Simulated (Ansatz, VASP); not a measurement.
# Ga32Sb19P13 (GaP0.40Sb0.60, zinc blende) in two plane-wave programs

Aim: how closely do two programs agree when they are given the same cell, functional and k mesh? The cell is invented: As first built, before any earlier steps moved the atoms (in the runner's words): 2x2x2 conventional cells of the GaSb type (64 atoms: 13 P, 32 Ga, 19 Sb); Sb/P share their sites, the best of 600 random draws by like-pair counts in two shells; start lattice by linear mixing of the end members' cells; atoms moved at random by 0.02 A. It may not be a known or stable phase. The structure shown is the end of the Ansatz relaxation below.

Main program and level: Ansatz 0.2.0; plane waves, with VASP 6.6.1 beside it; single point at PBE with D3(BJ).

### 1. Set-up

The cell holds 64 atoms: 13 P, 32 Ga and 19 Sb. Its edges and angles: a = 11.697 Å, b = 11.693 Å, c = 11.693 Å, α = 90.0°, β = 90.0°, γ = 90.0°. It derives from GaSb (GaSb type, space group 216), repeated 2×2×2. As first built, before any earlier steps moved the atoms (in the runner's words): 2x2x2 conventional cells of the GaSb type (64 atoms: 13 P, 32 Ga, 19 Sb); Sb/P share their sites, the best of 600 random draws by like-pair counts in two shells; start lattice by linear mixing of the end members' cells; atoms moved at random by 0.02 A.

### 2. Ansatz: relaxation, PBE with D3(BJ)

Ansatz runs on its default PAW (the set named soft_2) files.

This run makes the geometry at which the two programs are then compared.

Contents of input.yaml:

```yaml
crystal:
  lattice:
    - [11.84505, 0.00013, 0.00146]
    - [0.00013, 11.84793, -0.00223]
    - [0.00146, -0.00223, 11.84797]
  atoms:
    - { symbol: P, position: [0.12845, 0.12471, 0.37859] }
    - { symbol: P, position: [0.12919, 0.37821, 0.12537] }
    - { symbol: P, position: [0.12831, 0.37138, 0.6244] }
    - { symbol: P, position: [0.37001, 0.12122, 0.62639] }
    - { symbol: P, position: [0.36329, 0.37467, 0.87146] }
    - { symbol: P, position: [0.12939, 0.6246, 0.37181] }
    - { symbol: P, position: [0.12919, 0.87125, 0.12488] }
    - { symbol: P, position: [0.36667, 0.87814, 0.37894] }
    - { symbol: P, position: [0.1288, 0.62487, 0.87802] }
    - { symbol: P, position: [0.37052, 0.87509, 0.87035] }
    - { symbol: P, position: [0.88063, 0.12129, 0.62482] }
    - { symbol: P, position: [0.62156, 0.88266, 0.62925] }
    - { symbol: P, position: [0.88088, 0.87413, 0.87215] }
    - { symbol: Ga, position: [0.00412, 0.98085, 0.99975] }
    - { symbol: Ga, position: [0.02436, 0.2489, 0.24862] }
    - { symbol: Ga, position: [0.23992, 0.99314, 0.25928] }
    - { symbol: Ga, position: [0.24666, 0.26748, 0.00146] }
    - { symbol: Ga, position: [0.00199, 0.01822, 0.49971] }
    - { symbol: Ga, position: [0.00161, 0.24752, 0.73057] }
    - { symbol: Ga, position: [0.26652, 0.99955, 0.74965] }
    - { symbol: Ga, position: [0.243, 0.23738, 0.51042] }
    - { symbol: Ga, position: [0.02159, 0.49936, 0.00019] }
    - { symbol: Ga, position: [0.02024, 0.74937, 0.2515] }
    - { symbol: Ga, position: [0.23304, 0.5008, 0.24894] }
    - { symbol: Ga, position: [0.24383, 0.75809, 0.98941] }
    - { symbol: Ga, position: [0.02262, 0.50276, 0.50067] }
    - { symbol: Ga, position: [0.00418, 0.74755, 0.76798] }
    - { symbol: Ga, position: [0.2391, 0.49351, 0.7565] }
    - { symbol: Ga, position: [0.24755, 0.74816, 0.48255] }
    - { symbol: Ga, position: [0.48619, 0.98957, 0.98881] }
    - { symbol: Ga, position: [0.49795, 0.24684, 0.25237] }
    - { symbol: Ga, position: [0.75034, 0.99945, 0.24936] }
    - { symbol: Ga, position: [0.75424, 0.2462, 0.99653] }
    - { symbol: Ga, position: [0.48783, 0.99378, 0.51093] }
    - { symbol: Ga, position: [0.47637, 0.24789, 0.74871] }
    - { symbol: Ga, position: [0.76173, 0.99387, 0.74121] }
    - { symbol: Ga, position: [0.76157, 0.23755, 0.51193] }
    - { symbol: Ga, position: [0.48588, 0.49354, 0.9865] }
    - { symbol: Ga, position: [0.4858, 0.76192, 0.25887] }
    - { symbol: Ga, position: [0.75319, 0.50364, 0.25012] }
    - { symbol: Ga, position: [0.76182, 0.75879, 0.99045] }
    - { symbol: Ga, position: [0.49718, 0.4984, 0.50151] }
    - { symbol: Ga, position: [0.49783, 0.76968, 0.74946] }
    - { symbol: Ga, position: [0.75007, 0.5, 0.74952] }
    - { symbol: Ga, position: [0.74154, 0.76351, 0.51362] }
    - { symbol: Sb, position: [0.36626, 0.12222, 0.12404] }
    - { symbol: Sb, position: [0.3637, 0.37176, 0.37764] }
    - { symbol: Sb, position: [0.12753, 0.12446, 0.87246] }
    - { symbol: Sb, position: [0.36607, 0.62774, 0.12257] }
    - { symbol: Sb, position: [0.12704, 0.87674, 0.62484] }
    - { symbol: Sb, position: [0.36913, 0.62847, 0.62762] }
    - { symbol: Sb, position: [0.62299, 0.11927, 0.38363] }
    - { symbol: Sb, position: [0.62235, 0.37533, 0.12068] }
    - { symbol: Sb, position: [0.88579, 0.12163, 0.12519] }
    - { symbol: Sb, position: [0.88636, 0.37209, 0.37784] }
    - { symbol: Sb, position: [0.62106, 0.12013, 0.86727] }
    - { symbol: Sb, position: [0.62176, 0.36767, 0.62817] }
    - { symbol: Sb, position: [0.88526, 0.37496, 0.87142] }
    - { symbol: Sb, position: [0.62201, 0.63248, 0.3788] }
    - { symbol: Sb, position: [0.62142, 0.87464, 0.1211] }
    - { symbol: Sb, position: [0.88685, 0.62797, 0.12179] }
    - { symbol: Sb, position: [0.88111, 0.87664, 0.37796] }
    - { symbol: Sb, position: [0.62191, 0.6312, 0.87179] }
    - { symbol: Sb, position: [0.88126, 0.62788, 0.62665] }
kpoints:
  mp_grid: { grid: [2, 2, 2], shift: [0.5, 0.5, 0.5] }
hamiltonian:
  xc: pbe
  dispersion: d3bj
scf:
  occupations: { method: fermi_dirac, width: 0.01 }
output:
  forces: true
  stress: true
relax:
  f_tol: 0.02
  max_steps: 25
  cell: { stress_tol: 0.1 }
```

Launch:

```sh
$ ansatz run input.yaml --threads 32 --pin off --max-ram 143360MiB --backend cuda --events-out ev --progress --plain --runs-dir out
```

Numbers of over 12 decimals in the logs are rounded to 6 here.

Log:

```text
Engine: ansatz 0.2.0, aarch64-unknown-linux-gnu
Pseudopotentials: kind: paw
Pseudopotential: P, paw, valence charge 5, recommended cutoff 420 eV (normal), P.paw.azcp
Pseudopotential: Ga, paw, valence charge 13, recommended cutoff 420 eV (normal), Ga.paw.azcp
Pseudopotential: Sb, paw, valence charge 15, recommended cutoff 420 eV (normal), Sb.paw.azcp
device memory: the entry about to start is reckoned to put 20.9 GiB on a device that reports 182.5 GiB free
GPU FFT provider: cuFFT
GPU libraries: cuBLAS 13.8.1, cuFFT 12.4.0, cuSOLVER 12.3.2
GPU matrix products: emulated (plane waves: as basis.precision tells), large ones in fixed point in workspaces of 1.00 GiB
Crystal: 64 atoms, lattice volume = 1662.736 Å³
Basis set: ecut = 420 eV, 32447 PW (Γ), exchange–correlation on 160×160×160 points (8 copies of the dense FFT grid, shifted against one another)
Bands: 460, of which v1, the nominal top of the filled ones, is band 383 counted from 1 (382 counted from 0)
k-points: 4 of 8 (time reversal used)
GPU buffer pool allocated for 512000 grid points (all kernels)
GPU transforms: local potential and band sums: pruned to the plane-wave sphere, on 80×80×80
relax step   1: F+E_penalty+E_count = -254119.70590316 eV  Δ(F+E_penalty+E_count) = +0.000e0 eV  max|allowed force component| = 2.431e-2 eV/Å  Δτ_max = 0.0000 Å  P = -2.160 GPa  Ω = 1662.736 Å³  (9 SCF iters, dr2 threshold 1.00e-7 eV, accepted)
[...]
relax step   2: F+E_penalty+E_count = -254120.00503836 eV  Δ(F+E_penalty+E_count) = -2.991e-1 eV  max|allowed force component| = 3.071e-1 eV/Å  Δτ_max = 0.0331 Å  P = +0.967 GPa  Ω = 1576.902 Å³  energy of the carried Pulay correction = +1.957e-2 eV  (7 SCF iters, dr2 threshold 6.40e-6 eV, accepted)
[...]
relax step   3: F+E_penalty+E_count = -254120.16235784 eV  Δ(F+E_penalty+E_count) = -1.573e-1 eV  max|allowed force component| = 3.881e-2 eV/Å  Δτ_max = 0.0420 Å  P = -0.055 GPa  Ω = 1600.480 Å³  energy of the carried Pulay correction = +1.409e-2 eV  (6 SCF iters, dr2 threshold 5.90e-6 eV, accepted)
[...]
relax step   4: F+E_penalty+E_count = -254120.16572317 eV  Δ(F+E_penalty+E_count) = -3.365e-3 eV  max|allowed force component| = 4.418e-3 eV/Å  Δτ_max = 0.0096 Å  P = -0.001 GPa  Ω = 1599.253 Å³  energy of the carried Pulay correction = +1.438e-2 eV  (6 SCF iters, dr2 threshold 9.41e-8 eV, accepted)
[...]
relax step   5: F+E_penalty+E_count = -254120.15256469 eV  Δ(F+E_penalty+E_count) = +1.316e-2 eV  max|allowed force component| = 4.417e-3 eV/Å  Δτ_max = 0.0000 Å  P = -0.001 GPa  Ω = 1599.253 Å³  stress off target by 2.90e-3 GPa  SCF on the basis re-selected at this cell (its energy is not comparable with the rows above)  (5 SCF iters)
basis re-selected at this cell: Δ(F+E_penalty+E_count) = +1.316e-2 eV, ΔP = +0.000 GPa vs the last step (what re-selecting the basis moved, of the pressure what is left beyond the Pulay correction that the steps carried, after the strain that the cell walked since its last selection, with what the two solves' SCF thresholds leave and, on support functions, any second-order correction that the steps lacked; it is no m [...]
SCF converged after 5 iterations
Free energy (F): -254120.152565 eV
Internal energy: -254120.152565 eV  (E = F + TS)
E sigma→0 (E₀):  -254120.152565 eV
Fermi energy:    7.917270 eV
--- Forces (eV/Å), atoms counted from 1 ---
  max |Σ_I F_I| component: 7.10e-7 eV/Å
--- Stress (GPa, compression-positive) ---
       -0.000282      -0.000435      -0.000525
       -0.000435      -0.000543       0.001548
       -0.000525       0.001548      -0.001867
  P = ⅓ Tr σ = -0.0009 GPa (-0.009 kbar)
--- Band table (eV) ---
--- Relaxed structure (4 steps of the walk, 4 accepted, 1 SCFs on fresh bases) ---
  F+E_penalty+E_count = -254120.15256469 eV   max|allowed force component| = 4.417e-3 eV/Å   (the final SCF, on the basis selected at the relaxed cell)
  cell:  # Å, volume = 1599.2526 Å³
    - [11.696588, 0.000642644, -0.000970853]
    - [0.000642921, 11.692852, 0.000832393]
    - [-0.000970818, 0.000832572, 11.693309]
  atoms:
    [... one line an atom ...]
```

### 3. VASP: single point, PBE with D3(BJ)

The same cell, functional, mesh and smearing now go to VASP, with its own data sets.

Lines of VASP's logs that name or quote its potential files are left out, and so is its time.

Contents of INCAR:

```
SYSTEM = Ga32Sb19P13
PREC = Accurate
ENCUT = 400
EDIFF = 1E-06
NELM = 120
ISMEAR = -1
SIGMA = 0.01
LREAL = Auto
ALGO = Normal
GGA = PE
IVDW = 12
NBANDS = 336
LORBIT = 11
LWAVE = .FALSE.
LCHARG = .FALSE.
ISIF = 2
ISYM = 0
LASPH = .TRUE.
GGA_COMPAT = .FALSE.
EFERMI = MIDGAP
KPAR = 4
```

Contents of POSCAR:

```
Ga32Sb19P13
1.0
   11.6965880000      0.0006430000     -0.0009710000
    0.0006430000     11.6928520000      0.0008320000
   -0.0009710000      0.0008330000     11.6933090000
P Ga Sb
13 32 19
Direct
    0.1288500000      0.1249800000      0.3787500000
    0.1289800000      0.3779500000      0.1254700000
    0.1284700000      0.3713700000      0.6243000000
    0.3700100000      0.1211700000      0.6262500000
    0.3628100000      0.3746900000      0.8710700000
    0.1292200000      0.6245000000      0.3718300000
    0.1294700000      0.8713900000      0.1249000000
    0.3663700000      0.8787300000      0.3792600000
    0.1291300000      0.6250300000      0.8781100000
    0.3702100000      0.8745300000      0.8702300000
    0.8808900000      0.1207700000      0.6252100000
    0.6214000000      0.8835400000      0.6295500000
    0.8805600000      0.8746300000      0.8715900000
    0.0039700000      0.9805000000      0.9995500000
    0.0249200000      0.2487900000      0.2486900000
    0.2395400000      0.9932600000      0.2592300000
    0.2466500000      0.2676700000      0.0014200000
    0.0023600000      0.0185300000      0.4995600000
    0.0018600000      0.2472900000      0.7302300000
    0.2663900000      0.9993800000      0.7496100000
    0.2430600000      0.2374800000      0.5108400000
    0.0219700000      0.4991200000      0.0001300000
    0.0205900000      0.7495400000      0.2516800000
    0.2326100000      0.5007100000      0.2489300000
    0.2436800000      0.7585300000      0.9893300000
    0.0230000000      0.5027300000      0.5006200000
    0.0042800000      0.7476900000      0.7684300000
    0.2386300000      0.4938800000      0.7561700000
    0.2475400000      0.7480600000      0.4824100000
    0.4858700000      0.9893800000      0.9885200000
    0.4981600000      0.2466900000      0.2522600000
    0.7500500000      0.9993000000      0.2490800000
    0.7543300000      0.2463100000      0.9967100000
    0.4872900000      0.9936400000      0.5109500000
    0.4754800000      0.2477800000      0.7492000000
    0.7619900000      0.9938400000      0.7411000000
    0.7620300000      0.2373400000      0.5120000000
    0.4854000000      0.4933500000      0.9861100000
    0.4852300000      0.7621100000      0.2592700000
    0.7532300000      0.5043200000      0.2503000000
    0.7617800000      0.7586900000      0.9901900000
    0.4976000000      0.4980900000      0.5013900000
    0.4977200000      0.7700200000      0.7491800000
    0.7498600000      0.4998200000      0.7493100000
    0.7417600000      0.7642800000      0.5144600000
    0.3661200000      0.1220200000      0.1237900000
    0.3635100000      0.3716700000      0.3775000000
    0.1274700000      0.1243800000      0.8727200000
    0.3660200000      0.6276700000      0.1226600000
    0.1268100000      0.8763500000      0.6247100000
    0.3693100000      0.6284800000      0.6277400000
    0.6229200000      0.1189600000      0.3840600000
    0.6223900000      0.3759100000      0.1207200000
    0.8862600000      0.1216700000      0.1254100000
    0.8864900000      0.3720000000      0.3777300000
    0.6211600000      0.1201100000      0.8671000000
    0.6216300000      0.3666500000      0.6283900000
    0.8857600000      0.3749200000      0.8713500000
    0.6224200000      0.6331400000      0.3791500000
    0.6211000000      0.8739800000      0.1209600000
    0.8872900000      0.6280700000      0.1215600000
    0.8815000000      0.8764700000      0.3779200000
    0.6215600000      0.6311600000      0.8717600000
    0.8817100000      0.6277900000      0.6264400000
```

Contents of KPOINTS:

```
Points of the shifted mesh
8
Reciprocal
 0.2500000000  0.2500000000  0.2500000000 1
 0.2500000000  0.2500000000  0.7500000000 1
 0.2500000000  0.7500000000  0.2500000000 1
 0.2500000000  0.7500000000  0.7500000000 1
 0.7500000000  0.2500000000  0.2500000000 1
 0.7500000000  0.2500000000  0.7500000000 1
 0.7500000000  0.7500000000  0.2500000000 1
 0.7500000000  0.7500000000  0.7500000000 1
```

Potentials, in the order of the species: P, Ga_d and Sb (PBE family, release 64).

Launch:

```sh
$ mpirun -np 8 vasp_std
```

Log:

```text
[banner, memory and clock lines left out]
running    8 mpi-ranks, on    1 nodes
[...]
|                                                                             |
|           W    W    AA    RRRRR   N    N  II  N    N   GGGG   !!!           |
|           W    W   A  A   R    R  NN   N  II  NN   N  G    G  !!!           |
|           W    W  A    A  R    R  N N  N  II  N N  N  G       !!!           |
|           W WW W  AAAAAA  RRRRR   N  N N  II  N  N N  G  GGG   !            |
|           WW  WW  A    A  R   R   N   NN  II  N   NN  G    G                |
|           W    W  A    A  R    R  N    N  II  N    N   GGGG   !!!           |
|                                                                             |
|     For optimal performance we recommend to set                             |
|       NCORE = 2 up to number-of-cores-per-socket                            |
|     NCORE specifies how many cores store one orbital (NPAR=cpu/NCORE).      |
|     This setting can greatly improve the performance of VASP for DFT.       |
|     The default, NCORE=1 might be grossly inefficient on modern             |
|     multi-core architectures or massively parallel machines. Do your        |
|     Unfortunately you need to use the default for GW and RPA                |
|     calculations (for HF NCORE is supported but not extensively tested      |
|     yet).                                                                   |
|                                                                             |

 LDA part: xc-table for (Slater+PW92), standard interpolation
 POSCAR, INCAR and KPOINTS ok, starting setup
[...]
entering main loop
       N       E                     dE             d eps       ncg     rms          rms(c)
DAV:   1     0.616800615031E+04    0.61680E+04   -0.19652E+05  5376   0.198E+03
DAV:   2     0.100658720674E+04   -0.51614E+04   -0.50508E+04  5904   0.561E+02
DAV:   3    -0.104940036770E+03   -0.11115E+04   -0.10150E+04  6168   0.195E+02
DAV:   4    -0.252162321581E+03   -0.14722E+03   -0.14395E+03  6744   0.631E+01
[...]
DAV:  17    -0.254634293480E+03   -0.20985E-05   -0.20167E-05  6160   0.218E-02    0.513E-03
DAV:  18    -0.254634294656E+03   -0.11763E-05   -0.53360E-06  5472   0.146E-02    0.320E-03
DAV:  19    -0.254634294136E+03    0.52000E-06   -0.12139E-06  3304   0.646E-03
   1 F= -.27561322E+03 E0= -.27561322E+03  d E =-.955305E-16
```

OUTCAR, selected parts (step 3):

```text
 Edisp (eV)  -20.97893

  Total      -1.04771    -1.06762    -1.09913    -0.00372     0.00931    -0.01175
  in kB      -1.04962    -1.06957    -1.10114    -0.00373     0.00933    -0.01177
  external pressure =       -1.07 kB  Pullay stress =        0.00 kB

 POSITION                                       TOTAL-FORCE (eV/Angst)
 -----------------------------------------------------------------------------------
      1.50682      1.46177      4.42882         0.004136     -0.001272      0.001293
      1.50875      4.41950      1.46735         0.001354      0.000866      0.000210
      1.50229      4.34298      7.30032         0.000375      0.001123      0.000521
      4.32732      1.41758      7.32268        -0.002498     -0.002619      0.000686
      4.24303      4.38215     10.18565        -0.004684      0.001277     -0.000966
      1.51147      7.30258      4.34832         0.000190     -0.000748     -0.000432
      1.51480     10.18922      1.46109        -0.001072     -0.000039      0.001255
      4.28548     10.27541      4.43518        -0.004656     -0.001218     -0.002511
      1.50993      7.30920     10.26841         0.001637     -0.002052      0.000607
      4.32991     10.22671     10.17624         0.000456      0.003906     -0.000870
     10.30288      1.41323      7.31002         0.002105     -0.001383     -0.001375
      7.26822     10.33203      7.36165        -0.000912     -0.002394      0.000470
     10.29926     10.22821     10.19164        -0.000165     -0.001897      0.001120
      0.04610     11.46568     11.68886        -0.002606     -0.006466     -0.000144
[...]
-----------------------------------------------------------------------------------
    total drift:                                0.006887      0.022061      0.016814

  FREE ENERGIE OF THE ION-ELECTRON SYSTEM (eV)
  ---------------------------------------------------
  free  energy   TOTEN  =      -275.6132223466 eV

  energy  without entropy=     -275.6132223466  energy(sigma->0) =     -275.61322235

[... 2 further parts left out ...]
```

The run ends at a pressure of -0.11 GPa, with forces up to 0.014 eV/Å.

### 4. Differences

Known differences besides the potentials themselves: the data sets hold 766 valence electrons in Ansatz (on its default PAW (the set named soft_2) files) and 576 in VASP; the cutoff is 420 eV in Ansatz and 400 eV in VASP (PREC = Accurate, projectors in real space). Total energies have different zeros and are not compared.

Both answers:

```
              quantity  Ansatz   VASP  difference
gap on the k mesh (eV)   0.723  0.715      +0.008
```

A gap on the mesh is an upper bound, since the band edges may lie between its points.

### 5. Summary of results

| Item | Value |
| --- | --- |
| difference in gap on the k mesh (single point, PBE with D3(BJ)) | 0.0079 eV |

What this shows: The difference in gap on the k mesh is 0.0079 eV (single point, PBE with D3(BJ)), within the 0.08 eV picked in this series as the mark of a large difference. The data sets hold unlike numbers of valence electrons (766 in Ansatz and 576 in VASP), so part of the differences comes from the potentials. Such differences can come from data sets, numerical settings and the points named under the comparisons, not from the functional's error against experiment.

[Lines on the potential files, build, host, timing and source positions are cut from VASP's logs without a mark.]

[Logs are printed without paths, hosts, clocks, repeated set-up lines and the standing remarks that a program may print on its own settings, such as how far it seeks lower states.]

[Hosts, paths, dates, database ids (printed as entryN), source tags and the programs' standing remarks are cut or masked in the printed files.]
